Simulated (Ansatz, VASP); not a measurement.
# Cross-check of Ru (Ruthenium) between VASP and Ansatz, part 2 of 2

Aim: how closely do two programs agree when they are given the same cell, functional and k mesh? The structure shown comes from an earlier Ansatz run, which isn't shown and may have moved the atoms alone.

VASP 6.6.1 and Ansatz 0.2.0.

So far: The starting structure; Ansatz: elastic constants, BLYP.

**3. VASP: elastic constants, BLYP**

Level of this step: BLYP; plane waves and PAW (Ru_pv) (VASP).

The same cell, functional (in two slightly different forms), mesh and smearing now go to VASP, with its own data sets.

Lines of VASP's logs that name or quote its potential files are left out, and so is its time.

File INCAR:

```
SYSTEM = Ru
PREC = Accurate
ENCUT = 500
EDIFF = 1E-08
NELM = 120
ISMEAR = 1
SIGMA = 0.25
LREAL = .FALSE.
ALGO = Normal
GGA = B5
ALDAX = 1
AGGAX = 1
AGGAC = 1
ALDAC = 0
NBANDS = 20
LASPH = .TRUE.
LORBIT = 11
LWAVE = .FALSE.
LCHARG = .FALSE.
ISIF = 3
IBRION = 6
NFREE = 2
POTIM = 0.015
NSW = 1
GGA_COMPAT = .FALSE.
KPAR = 2
```

File POSCAR:

```
Ru
1.0
    2.7662196088      0.0000000000      0.0000000000
   -1.3831098044      2.3956164536      0.0000000000
    0.0000000000      0.0000000000      4.3509658573
Ru
2
Direct
    0.3333333334      0.6666666668      0.2500000000
    0.6666666668      0.3333333334      0.7500000000
```

File KPOINTS:

```
Automatic mesh
0
Gamma
21 21 12
0 0 0
```

The projector-augmented-wave data sets are Ru_pv (PBE family, release 64).

Run with:

```console
mpirun -np 2 vasp_std
```

Numbers of over 12 decimals in the logs are rounded to 6 here.

What it wrote:

```text
[banner, memory and clock lines left out]
running    2 mpi-ranks, on    1 nodes
 distrk:  each k-point on    1 cores,    2 groups
 distr:  one band on    1 cores,    1 groups

 POSCAR found type information on POSCAR Ru
 POSCAR found :  1 types and       2 ions
|                                                                             |
|               ----> ADVICE to this user running VASP <----                  |
|                                                                             |
|     You enforced a specific xc type in the INCAR file but a different       |
|     [... a line on the potential file left out ...]
|     I HOPE YOU KNOW WHAT YOU ARE DOING!                                     |
|                                                                             |

 LDA part: xc-table for (Slater(with rela. corr.)+VWN5), standard interpolation
 POSCAR, INCAR and KPOINTS ok, starting setup
 FFT: planning ... GRIDC
 FFT: planning ... GRID_SOFT
 FFT: planning ... GRID
 WAVECAR not read
 entering main loop
       N       E                     dE             d eps       ncg     rms          rms(c)
DAV:   1     0.283924862717E+03    0.28392E+03   -0.17444E+04 13504   0.150E+03
DAV:   2    -0.112348363634E+02   -0.29516E+03   -0.28706E+03 13848   0.450E+02
DAV:   3    -0.170211456297E+02   -0.57863E+01   -0.57259E+01 15268   0.702E+01
DAV:   4    -0.170683478999E+02   -0.47202E-01   -0.47156E-01 17720   0.591E+00
DAV:   5    -0.170690052455E+02   -0.65735E-03   -0.65577E-03 15180   0.583E-01    0.148E+01
DAV:   6    -0.159015159792E+02    0.11675E+01   -0.29591E+00 15604   0.169E+01    0.359E+00
DAV:   7    -0.158555204762E+02    0.45996E-01   -0.38783E-01 15388   0.427E+00    0.905E-01
DAV:   8    -0.158495783013E+02    0.59422E-02   -0.15980E-02 15028   0.116E+00    0.301E-01
DAV:   9    -0.158493885194E+02    0.18978E-03   -0.71009E-04 15600   0.285E-01    0.252E-02
DAV:  10    -0.158494000602E+02   -0.11541E-04   -0.67922E-05 14892   0.836E-02    0.183E-02
DAV:  11    -0.158493987620E+02    0.12982E-05   -0.81416E-06 15412   0.249E-02    0.152E-03
DAV:  12    -0.158493987883E+02   -0.26323E-07   -0.10664E-07 15892   0.287E-03    0.102E-03
DAV:  13    -0.158493988787E+02   -0.90377E-07   -0.12977E-08 10032   0.110E-03    0.306E-04
DAV:  14    -0.158493989630E+02   -0.84277E-07   -0.29086E-09  8924   0.504E-04    0.755E-05
DAV:  15    -0.158493989646E+02   -0.15880E-08   -0.22646E-10  9236   0.168E-04
   1 F= -.15849399E+02 E0= -.15849168E+02  d E =-.692968E-03
[... from here on, the cycles between the ionic steps are left out ...]
   2 F= -.15841735E+02 E0= -.15841617E+02  d E =-.351303E-03
   3 F= -.15837400E+02 E0= -.15837112E+02  d E =-.864948E-03
   9 F= -.15846054E+02 E0= -.15845833E+02  d E =-.661442E-03
  10 F= -.15846162E+02 E0= -.15845926E+02  d E =-.709799E-03
  11 F= -.15846162E+02 E0= -.15845926E+02  d E =-.709802E-03
  12 F= -.15846165E+02 E0= -.15845927E+02  d E =-.711631E-03
  13 F= -.15846165E+02 E0= -.15845927E+02  d E =-.711634E-03
  14 F= -.15848719E+02 E0= -.15848483E+02  d E =-.708492E-03
  15 F= -.15848719E+02 E0= -.15848483E+02  d E =-.708492E-03
  16 F= -.15848260E+02 E0= -.15848015E+02  d E =-.732678E-03
 Finite differences progress:
  Degree of freedom:   8/  8
  Displacement:        1/  2
  Total:              15/ 16
 bond charge predicted
       N       E                     dE             d eps       ncg     rms          rms(c)
DAV:   1    -0.158269311140E+02    0.21328E-01   -0.39425E+00 25708   0.383E+01    0.176E-01
DAV:   2    -0.158486709638E+02   -0.21740E-01   -0.22591E-01 20880   0.447E+00    0.103E-01
DAV:   3    -0.158484023496E+02    0.26861E-03   -0.12056E-03 24624   0.309E-01    0.591E-02
DAV:   4    -0.158482736015E+02    0.12875E-03   -0.42519E-04 22584   0.227E-01    0.154E-02
DAV:   5    -0.158482602862E+02    0.13315E-04   -0.62710E-05 23324   0.809E-02    0.702E-03
DAV:   6    -0.158482595216E+02    0.76460E-06   -0.37963E-06 23276   0.264E-02    0.589E-04
DAV:   7    -0.158482595290E+02   -0.73615E-08   -0.14387E-07 24188   0.405E-03    0.348E-04
DAV:   8    -0.158482595306E+02   -0.16130E-08   -0.73316E-09 15036   0.723E-04
  17 F= -.15848260E+02 E0= -.15848015E+02  d E =-.732694E-03
 Finite differences progress:
  Degree of freedom:   8/  8
  Displacement:        2/  2
  Total:              16/ 16
```

Parts of OUTCAR (step 3):

```text
ion  position               nearest neighbor table
   1  0.333  0.667  0.250-   2 2.70   2 2.70   2 2.70   2 2.70   2 2.70   2 2.70
   2  0.667  0.333  0.750-   1 2.70   1 2.70   1 2.70   1 2.70   1 2.70   1 2.70

  LATTYP: Found a hexagonal cell.
 ALAT       =     2.7662196088
 C/A-ratio  =     1.5728924209

 Subroutine GETGRP returns: Found 24 space group operations
 (whereof 12 operations were pure point group operations)

The static configuration has the point symmetry D_3d.
 The point group associated with its full space group is D_6h.

 Found    336 irreducible k-points:

   k-points           NKPTS =    336   k-points in BZ     NKDIM =    336   number of bands    NBANDS=     20

   dimension x,y,z NGX =    20 NGY =   20 NGZ =   32
   dimension x,y,z NGXF=    40 NGYF=   40 NGZF=   64

   ENCUT  =  500.0 eV  36.75 Ry    6.06 a.u.   5.04  5.04  7.93*2*pi/ulx,y,z

   NELECT =      28.0000    total number of electrons

 k-points in reciprocal lattice and weights: Automatic mesh
   0.00000000  0.00000000  0.00000000       0.000
   0.04761905 -0.00000000  0.00000000       0.001
   0.09523810  0.00000000  0.00000000       0.001
   0.14285714  0.00000000  0.00000000       0.001
   0.19047619  0.00000000  0.00000000       0.001
   0.23809524  0.00000000  0.00000000       0.001
   0.28571429  0.00000000  0.00000000       0.001
   0.33333333  0.00000000  0.00000000       0.001
   0.38095238  0.00000000  0.00000000       0.001
[...]
0.33333333  0.28571429  0.50000000       0.002
   0.33333333  0.33333333  0.50000000       0.000

 average (electrostatic) potential at core
       1 -67.8074       2 -67.8073

 E-fermi :  12.3145

 k-point     1 :       0.0000    0.0000    0.0000
  band No.  band energies     occupation
    ...
     11      10.1328      2.00000
     12      10.5412      2.00000
     13      10.5412      2.00000
     14      10.9712      2.00000
     15      10.9712      2.00000
     16      13.3672     -0.00000
     17      13.3672     -0.00000
     18      13.9193     -0.00000
     19      22.0176      0.00000
     20      22.4946      0.00000

 k-point     2 :       0.0476   -0.0000    0.0000
  band No.  band energies     occupation
    ...
     11      10.2848      2.00000
     12      10.5083      2.00000
     13      10.5971      2.00000
     14      10.9028      2.00000
     15      10.9256      2.00000
     16      12.6983     -0.05213
     17      13.3965     -0.00000
     18      14.6915     -0.00000
     19      22.0080      0.00000
     20      22.4945      0.00000

 k-point     3 :       0.0952    0.0000    0.0000
  band No.  band energies     occupation
    ...
     12      10.5373      2.00000
     13      10.6672      2.00000
     14      10.7393      2.00000
     15      10.8231      2.00000
     16      11.9831      2.06818
     17      13.4743     -0.00000
     18      15.7506     -0.00000
     19      21.9785      0.00000
     20      22.4946      0.00000

  Total        0.1135880      0.1135880      0.1341097      0.0000000      0.0000000      0.0000000
  in kB        6.3118050      6.3118050      7.4521415      0.0000000      0.0000000      0.0000000
  external PRESSURE =       6.6919171 kB  Pullay stress =       0.0000000 kB

  energy-cutoff  :      500.00
  volume of cell :       28.83
      direct lattice vectors                 reciprocal lattice vectors
     2.766219609  0.000000000  0.000000000     0.361504198  0.208714546  0.000000000
    -1.383109804  2.395616454  0.000000000     0.000000000  0.417429092  0.000000000
     0.000000000  0.000000000  4.350965857     0.000000000  0.000000000  0.229834026

 POSITION                                       TOTAL-FORCE (eV/Angst)
 -----------------------------------------------------------------------------------
      0.00000      1.59708      1.07274         0.000000      0.000000      0.151900
      1.38311      0.79854      3.26322        -0.000000     -0.000000     -0.151900
 -----------------------------------------------------------------------------------
    total drift:                               -0.000000     -0.000000     -0.000210

  FREE ENERGIE OF THE ION-ELECTRON SYSTEM (eV)
  ---------------------------------------------------
  free  energy   TOTEN  =       -15.8482595306 eV

  energy  without entropy=      -15.8475268364  energy(sigma->0) =      -15.84801530

  SYMMETRIZED ELASTIC MODULI (kBar)
 Direction    XX          YY          ZZ          XY          YZ          ZX
 --------------------------------------------------------------------------------
 XX        4849.0749   1541.0821   1570.7951      0.0000     -0.0000      0.0000
 YY        1541.0821   4849.0749   1570.7951      0.0000      0.0000      0.0000
 ZZ        1570.7951   1570.7951   5434.9063      0.0000      0.0000      0.0000
 XY           0.0000      0.0000      0.0000   1653.9964      0.0000      0.0000
 YZ          -0.0000      0.0000      0.0000      0.0000   1597.0727      0.0000
 ZX          -0.0000      0.0000      0.0000     -0.0000      0.0000   1597.0727
 --------------------------------------------------------------------------------

 Eigenvectors and eigenvalues of the dynamical matrix
 ----------------------------------------------------

   1 f  =    6.998363 THz    43.972013 2PiTHz  233.440268 cm-1    28.942891 meV
             X         Y         Z           dx          dy          dz
      0.000000  1.597078  1.087741     0.000000    0.000000    0.707107
      1.383110  0.798539  3.263224     0.000000   -0.000000   -0.707107

   2 f  =    5.407830 THz    33.978400 2PiTHz  180.385804 cm-1    22.364979 meV
             X         Y         Z           dx          dy          dz
      0.000000  1.597078  1.087741     0.707107   -0.000001    0.000000
      1.383110  0.798539  3.263224    -0.707107    0.000001    0.000000

   3 f  =    5.407830 THz    33.978400 2PiTHz  180.385804 cm-1    22.364979 meV
             X         Y         Z           dx          dy          dz
      0.000000  1.597078  1.087741     0.000001    0.707107    0.000000
      1.383110  0.798539  3.263224    -0.000001   -0.707107    0.000000

   4 f  =    0.000000 THz     0.000000 2PiTHz    0.000001 cm-1     0.000000 meV
             X         Y         Z           dx          dy          dz
      0.000000  1.597078  1.087741     0.077005    0.628535   -0.314665
      1.383110  0.798539  3.263224     0.077005    0.628535   -0.314665

   5 f  =    0.000000 THz     0.000000 2PiTHz    0.000000 cm-1     0.000000 meV
             X         Y         Z           dx          dy          dz
      0.000000  1.597078  1.087741     0.702886   -0.066756    0.038667
      1.383110  0.798539  3.263224     0.702886   -0.066756    0.038667

   6 f/i=    0.000000 THz     0.000001 2PiTHz    0.000003 cm-1     0.000000 meV
             X         Y         Z           dx          dy          dz
      0.000000  1.597078  1.087741     0.004664   -0.316997   -0.632053
      1.383110  0.798539  3.263224     0.004664   -0.316997   -0.632053

 ELASTIC MODULI CONTR FROM IONIC RELAXATION (kBar)
 Direction    XX          YY          ZZ          XY          YZ          ZX
 --------------------------------------------------------------------------------
 XX         -30.7625     30.7625      0.0000     -0.0000      0.0000      0.0000
 YY          30.7625    -30.7625      0.0000      0.0000      0.0000      0.0000
 ZZ           0.0000      0.0000      0.0000      0.0000      0.0000      0.0000
 XY          -0.0000      0.0000      0.0000    -30.7625      0.0000      0.0000
 YZ           0.0000      0.0000      0.0000      0.0000      0.0000      0.0000
 ZX           0.0000      0.0000      0.0000      0.0000      0.0000      0.0000
 --------------------------------------------------------------------------------

 TOTAL ELASTIC MODULI (kBar)
 Direction    XX          YY          ZZ          XY          YZ          ZX
 --------------------------------------------------------------------------------
 XX        4818.3123   1571.8446   1570.7951     -0.0000     -0.0000      0.0000
 YY        1571.8446   4818.3123   1570.7951      0.0000      0.0000      0.0000
 ZZ        1570.7951   1570.7951   5434.9063      0.0000      0.0000      0.0000
 XY          -0.0000      0.0000      0.0000   1623.2339      0.0000      0.0000
 YZ          -0.0000      0.0000      0.0000      0.0000   1597.0727      0.0000
 ZX          -0.0000      0.0000      0.0000     -0.0000      0.0000   1597.0727
 --------------------------------------------------------------------------------

 total charge
# of ion       s       p       d       tot
------------------------------------------
    1        0.376   6.269   5.956  12.601
    2        0.376   6.269   5.956  12.601
--------------------------------------------------
tot          0.751  12.537  11.913  25.202

[... 3 further parts left out ...]
```

Levels, forces or a CONTCAR printed for this step are those of its last displaced cell, not of the structure at rest.

**4. Differences**

Known differences besides the potentials themselves: the data sets hold 32 valence electrons in Ansatz (on its default PAW (the set named soft_2) files) and 28 in VASP; the cutoff is 420 eV in Ansatz and 500 eV in VASP; Ansatz makes its cores anew for this functional, VASP keeps those of its PBE data sets; VASP's log shows a relativistic correction to its local exchange, Ansatz's none; VASP takes each elastic constant from one size of strain, Ansatz from those that its log lists. Total energies have different zeros and are not compared.

Both answers:

```tsv
quantity	Ansatz	VASP	difference
C11 (GPa)	479.9	481.8	-0.39 %
C22 (GPa)	479.9	481.8	-0.39 %
C33 (GPa)	540.1	543.5	-0.62 %
C12 (GPa)	155.2	157.2	-1.27 %
C13 (GPa)	155.4	157.1	-1.05 %
C23 (GPa)	155.4	157.1	-1.05 %
C44 (GPa)	159.4	159.7	-0.22 %
C55 (GPa)	159.4	159.7	-0.22 %
C66 (GPa)	162.4	162.3	+0.03 %
```

**5. Summary of results**

- difference in C12 (elastic constants, BLYP): -1.3 %

**Reading.** The difference in C12 is -1.3 % (elastic constants, BLYP), within the 5 % picked in this series as the mark of a large difference. The data sets hold unlike numbers of valence electrons (32 in Ansatz and 28 in VASP), so part of the differences comes from the potentials. How closely two codes agree says nothing of how well the functional describes the real material.

[Lines on the potential files, build, host, timing and source positions are cut from VASP's logs without a mark.]

[Logs are printed without paths, hosts, clocks, repeated set-up lines and the standing remarks that a program may print on its own settings, such as how far it seeks lower states.]

[Hosts, paths, dates, database ids (printed as entryN), source tags and the programs' standing remarks are cut or masked in the printed files.]
